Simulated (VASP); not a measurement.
Data:

```xyz
4
Lattice="3.9796 0.0000 0.0000 0.0000 4.3184 0.0000 0.0000 0.0000 19.1571" Properties=species:S:1:pos:R:3 pbc="T T T"
Ge     2.9847     3.8472    10.7969
Ge     0.9949     1.6880     8.3602
Se     0.9949     2.0888    10.8745
Se     2.9847     4.2480     8.2826
```

Method: PBE GGA, VASP's PBE PAW potentials (set 64) (plane waves; VASP). Numerical set-up: 400 eV cut-off, Gaussian smearing of 0.050 eV, potentials Ge_d Se.

The cell holds a wide vacuum, so values per volume refer to the whole cell.

**Question.** What does the run give for the band gap (along the path) with the smallest direct gap where there is one?

**Answer.** 
```yaml
band gap (along the path): 1.20 eV
smallest direct gap (along the path): 1.20 eV
```

Total energies compare only between runs with the same potentials, cut-off and functional.

The cell is a sheet with vacuum, built from a generated structure.
